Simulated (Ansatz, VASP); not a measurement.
# Cross-check of AlSi23O48 ([AlO4]0 centre in alpha-quartz) between VASP and Ansatz, part 3 of 3

Aim: how closely do two programs agree when they are given the same cell, functional and k mesh? Of the first pair: The structure shown is the start of the Ansatz relaxation below; VASP solves that cell, so the two are compared at the walk's first step.

VASP 6.6.1 and Ansatz 0.2.0.

So far. Step 3 (VASP: single point, PBE, start cell, pair 1): The run ends at a pressure of 4.47 GPa, with forces up to 5.6 eV/Å.

## (6) VASP: single point, PBE, pair 2

Level of this step: PBE, spin-polarised from a ferromagnetic start; plane waves and PAW (Si, O, Al) (VASP).

The same cell, functional, mesh and smearing now go to VASP, with its own data sets.

File INCAR:

```
SYSTEM = AlSi23O48
PREC = Accurate
ENCUT = 520
EDIFF = 1E-06
NELM = 200
ISMEAR = -1
SIGMA = 0.01
LREAL = Auto
ALGO = Normal
GGA = PE
NBANDS = 248
ISPIN = 2
MAGMOM = -0 -0 -0 -0 -0 -0 0 -0 -0 0 -0 0 -0 -0 0 -0 -0 -0 -0 0 -0 -0 -0 0.15 0.03 0 0 0 0.11 0 0 0.11 0.14 0.03 0 0.02 0.02 0.01 0 0.01 0.01 0 0 0 0 0 0 0 0 0 0 0 0 0 0.01 0.01 0.02 0.02 0.01 0 0 0 0 0 0 0 0 0 0 0 0 -0
LORBIT = 11
LWAVE = .FALSE.
LCHARG = .FALSE.
ISIF = 2
ISYM = 0
NUPDOWN = 1
LASPH = .TRUE.
GGA_COMPAT = .FALSE.
KPAR = 4
```

File POSCAR:

```
AlSi23O48
1.0
    9.8327200529      0.0000000000      0.0000000000
   -4.9163600265      8.5153853541      0.0000000000
    0.0000000000      0.0000000000     10.8168000000
Si O Al
23 48 1
Direct
    0.2296286427      0.9988352084      0.3308741128
    0.0014418492      0.2338500066      0.1673679557
    0.2690783727      0.2694315920      0.9998554619
    0.2339742409      0.0019123828      0.8323613983
    0.9989455640      0.2305697073      0.6691458991
    0.2310064940      0.5062795541      0.3317630962
    0.9969554625      0.7279340589      0.1661912249
    0.2655938914      0.7673228243      0.9989382501
    0.2322469413      0.5000357377      0.8327820769
    0.9996946751      0.7342327896      0.6669934502
    0.2655567855      0.7701000967      0.4986819199
    0.7338633941      0.0000156264      0.3329180786
    0.4995212882      0.2327659601      0.1671930205
    0.7666527008      0.2652725088      0.0009061013
    0.7278063286      0.9968407357      0.8336292752
    0.5063764388      0.2311070977      0.6677961660
    0.7703225387      0.2659462852      0.5013076984
    0.7319710947      0.4967820201      0.3353022772
    0.4991263157      0.7356918927      0.1648695221
    0.7649315656      0.7649925046      0.9999553338
    0.7350733018      0.4991414481      0.8349160671
    0.4964169337      0.7317306489      0.6645583793
    0.7648788982      0.7651102355      0.4998750266
    0.2005112200      0.1370485433      0.3802164347
    0.3606598920      0.0661829315      0.2205737734
    0.4339024417      0.2976745733      0.0573158413
    0.1391309807      0.2076074293      0.1100282653
    0.0667732503      0.3655633375      0.2762039938
    0.2999151743      0.4507935952      0.4434974657
    0.2080051996      0.1398677120      0.8894657307
    0.3656175792      0.0668351424      0.7234014951
    0.4508668000      0.2998251939      0.5559546930
    0.1375977860      0.2015766117      0.6205766002
    0.0653955241      0.3614674352      0.7794668627
    0.2969614663      0.4342356710      0.9427033702
    0.2003711870      0.6438329658      0.3852045601
    0.3577660935      0.5716475837      0.2186346290
    0.4323234483      0.7991095987      0.0548050683
    0.1341616435      0.7012452310      0.1082496361
    0.0661513514      0.8565526085      0.2770071618
    0.2941464888      0.9361496714      0.4438279454
    0.2055432160      0.6381579853      0.8881789123
    0.3589753502      0.5661225374      0.7202411119
    0.4300247556      0.7956517699      0.5544014602
    0.1367569669      0.7068556048      0.6097948974
    0.0682695470      0.8655310977      0.7762072305
    0.2919455596      0.9320882196      0.9441295489
    0.7067665508      0.1372275394      0.3901096320
    0.8649369504      0.0682281079      0.2235134565
    0.9315277379      0.2920242584      0.0557305965
    0.6373862765      0.2056163406      0.1116739097
    0.5663086024      0.3594926088      0.2796242499
    0.7957234506      0.4304382387      0.4456047493
    0.7003364370      0.1333613778      0.8920248589
    0.8563379490      0.0670519159      0.7227799454
    0.9366724019      0.2946386903      0.5556026677
    0.6445001056      0.2010586654      0.6150423934
    0.5709943729      0.3579562672      0.7809975026
    0.7984316255      0.4318360042      0.9447080013
    0.7048865249      0.6350165702      0.3899069588
    0.8597538202      0.5630491988      0.2229516096
    0.9291114329      0.7919847204      0.0572179900
    0.6343397603      0.7043789970      0.1096153962
    0.5683878014      0.8648146550      0.2755314465
    0.7936158878      0.9299358706      0.4428435692
    0.7034859589      0.6339498154      0.8905824428
    0.8643645382      0.5688828963      0.7244399438
    0.9297076720      0.7940901940      0.5570988812
    0.6344737182      0.7045174389      0.6096676142
    0.5631168624      0.8594640008      0.7768798892
    0.7925154791      0.9292007943      0.9422624886
    0.2740686010      0.2742359477      0.5001258645
```

File KPOINTS:

```
Points of the shifted mesh
8
Reciprocal
 0.2500000000  0.2500000000  0.2500000000 1
 0.2500000000  0.2500000000  0.7500000000 1
 0.2500000000  0.7500000000  0.2500000000 1
 0.2500000000  0.7500000000  0.7500000000 1
 0.7500000000  0.2500000000  0.2500000000 1
 0.7500000000  0.2500000000  0.7500000000 1
 0.7500000000  0.7500000000  0.2500000000 1
 0.7500000000  0.7500000000  0.7500000000 1
```

PAW data sets: Si, O and Al (PBE family, release 64).

The run is started by

```sh
> mpirun -np 8 vasp_std
```

Numbers of over 12 decimals in the logs are rounded to 6 here.

Output:

```text
[banner, memory and clock lines left out]
running    8 mpi-ranks, on    1 nodes
[...]
|                                                                             |
|           W    W    AA    RRRRR   N    N  II  N    N   GGGG   !!!           |
|           W    W   A  A   R    R  NN   N  II  NN   N  G    G  !!!           |
|           W    W  A    A  R    R  N N  N  II  N N  N  G       !!!           |
|           W WW W  AAAAAA  RRRRR   N  N N  II  N  N N  G  GGG   !            |
|           WW  WW  A    A  R   R   N   NN  II  N   NN  G    G                |
|           W    W  A    A  R    R  N    N  II  N    N   GGGG   !!!           |
|                                                                             |
|     For optimal performance we recommend to set                             |
|       NCORE = 2 up to number-of-cores-per-socket                            |
|     NCORE specifies how many cores store one orbital (NPAR=cpu/NCORE).      |
|     This setting can greatly improve the performance of VASP for DFT.       |
[...]
|     multi-core architectures or massively parallel machines. Do your        |
|     Unfortunately you need to use the default for GW and RPA                |
|     calculations (for HF NCORE is supported but not extensively tested      |
|     yet).                                                                   |
|                                                                             |

 LDA part: xc-table for (Slater+PW92), standard interpolation
 POSCAR, INCAR and KPOINTS ok, starting setup
[...]
entering main loop
       N       E                     dE             d eps       ncg     rms          rms(c)
DAV:   1     0.242790740405E+04    0.24279E+04   -0.20145E+05  8048   0.143E+03
DAV:   2    -0.439259650812E+03   -0.28672E+04   -0.27992E+04  9424   0.335E+02
DAV:   3    -0.633846693603E+03   -0.19459E+03   -0.19332E+03  9632   0.917E+01
DAV:   4    -0.637007939291E+03   -0.31612E+01   -0.31496E+01  9680   0.124E+01
[...]
DAV:  19    -0.564486319424E+03   -0.48872E-05   -0.10833E-05  8384   0.752E-03    0.100E-02
DAV:  20    -0.564486320775E+03   -0.13511E-05   -0.27929E-06  6608   0.461E-03    0.786E-03
DAV:  21    -0.564486321482E+03   -0.70691E-06   -0.21701E-06  6208   0.316E-03
   1 F= -.56448632E+03 E0= -.56448608E+03  d E =-.480370E-03  mag=     1.0000
```

Parts of OUTCAR (step 6):

```text
  FREE ENERGIE OF THE ION-ELECTRON SYSTEM (eV)
  ---------------------------------------------------
  free  energy   TOTEN  =      -564.4863214819 eV

  energy  without entropy=     -564.4858411116  energy(sigma->0) =     -564.48608130

 magnetization (x)
# of ion       s       p       d       tot
------------------------------------------
    1       -0.001  -0.002   0.000  -0.003
    2       -0.000  -0.000   0.000  -0.000
    3       -0.000  -0.000   0.000  -0.000
    4       -0.000  -0.000   0.000  -0.000
    5       -0.001  -0.002   0.000  -0.003
    6       -0.001  -0.002   0.000  -0.003
    7        0.000   0.000   0.000   0.000
    8       -0.000  -0.000   0.000  -0.000
    9       -0.000  -0.000   0.000  -0.000
   10       -0.000  -0.000   0.000  -0.000
   11       -0.000  -0.000   0.000  -0.001
   12       -0.000  -0.000   0.000  -0.000
   13       -0.000  -0.000   0.000  -0.000
[...]
--------------------------------------------------
tot          0.006   0.817   0.000   0.823

[... 2 further parts left out ...]
[key lines of the parts left out:]
E-fermi :   1.2067
```

The run ends at a pressure of 2.80 GPa, with forces up to 0.080 eV/Å.

## (7) Comparison

What differs besides the data sets and the points named for the pairs above, as far as they apply: site moments are counted in spheres of each program's own size. Total energies have different zeros and are not compared.

Compared:

```csv
quantity,Ansatz,VASP,difference
"total moment, fixed by the input (μB)",1.00,1.00,0.00
moment on O24 (μB),0.14,0.16,-0.02
moment on O33 (μB),0.14,0.16,-0.02
moment on O29 (μB),0.11,0.12,-0.01
moment on O32 (μB),0.11,0.12,-0.01
```

At this near-relaxed geometry the largest component of a force difference is 50 meV/Å.

## (8) Outcome

| Property | Result |
| --- | --- |
| r.m.s. force difference (single point, PBE, start cell, pair 1) | 1.7 % of the r.m.s. force |
| difference in moment on O33 (single point, PBE, pair 2) | -0.016 μB |
| r.m.s. force difference (single point, PBE, pair 2) | 11 meV/Å |

The r.m.s. force difference is 11 meV/Å (single point, PBE, pair 2), within the 12 meV/Å picked in this series as the mark of a large difference. 1 further run of this series is not shown here. How closely two codes agree says nothing of how well the functional describes the real material.

[Lines on the potential files, build, host, timing and source positions are cut from VASP's logs without a mark.]

[Logs are printed without paths, hosts, clocks, repeated set-up lines and the standing remarks that a program may print on its own settings, such as how far it seeks lower states.]

[Hosts, paths, dates, database ids (printed as entryN), source tags and the programs' standing remarks are cut or masked in the printed files.]
